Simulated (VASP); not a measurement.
A convergence study with VASP on PbTe (rock salt): one setting is varied, all else stays as given below, so the limit is that of these other settings. The cell's lengths are 1 % over those of the tabulated start and one atom is moved, so it is off equilibrium.

```
CELL_PARAMETERS angstrom
      0.00000     3.26230     3.26230
      3.26230     0.00000     3.26230
      3.26230     3.26230     0.00000
ATOMIC_POSITIONS crystal
  Te 0.50000 0.50000 0.50000
  Pb 0.99071 0.00929 0.00929
```

The numbers are results of PBEsol GGA, VASP's PBE PAW potentials (set 64) (plane waves; VASP), not measurements. The tightest run used: 1000 eV cut-off, 8×8×8 Γ-centred mesh, Gaussian smearing of 0.050 eV, potentials Te Pb_d.

Unless said otherwise, spin-orbit coupling is left out, though it shifts the bands of the heavy elements here. Gaps are read on the run's mesh, which can miss a band edge.

Problem. The settings run are ENCUT = 150; ENCUT = 200; ENCUT = 250; ENCUT = 300; ENCUT = 350; ENCUT = 400; ENCUT = 450; ENCUT = 500; ENCUT = 550; ENCUT = 600; ENCUT = 650; ENCUT = 700; ENCUT = 750; ENCUT = 800; ENCUT = 850; ENCUT = 1000. From which on does the stress (every component) stay within 0.5 GPa of the tightest run?

Solution. From ENCUT = 250 on: it is off by 0.07 there and by no more than 0.5 in any finer run, while ENCUT = 200 is off by 9.98.
```tsv
setting	E (eV/atom)	pressure (GPa)	gap on the mesh (eV)	plane waves	difference judged (GPa)
ENCUT = 150	-1.3545	-141.14	0.848	303	139.65
ENCUT = 200	-4.0627	-11.48	0.757	459	9.98
ENCUT = 250	-4.1237	-1.57	0.747	636	0.07
ENCUT = 300	-4.1236	-1.79	0.748	869	0.29
ENCUT = 350	-4.1227	-1.74	0.748	1056	0.24
ENCUT = 400	-4.1230	-1.54	0.747	1283	0.03
ENCUT = 450	-4.1231	-1.50	0.747	1540	0.00
ENCUT = 500	-4.1231	-1.53	0.747	1807	0.03
ENCUT = 550	-4.1230	-1.53	0.748	2085	0.03
ENCUT = 600	-4.1231	-1.51	0.747	2337	0.01
ENCUT = 650	-4.1231	-1.50	0.747	2655	0.00
ENCUT = 700	-4.1231	-1.50	0.747	2954	0.00
ENCUT = 750	-4.1231	-1.51	0.748	3287	0.00
ENCUT = 800	-4.1232	-1.51	0.748	3593	0.00
ENCUT = 850	-4.1231	-1.50	0.748	3940	0.00
ENCUT = 1000	-4.1231	-1.50	0.748	5029	0.00
```

Left out are rungs that failed or repeat a setting and relaxations that didn't move; long series are thinned to 24 rows.

The compound is PbTe in the rock salt structure. The cell was not relaxed at this level, it is distorted from the ideal structure.
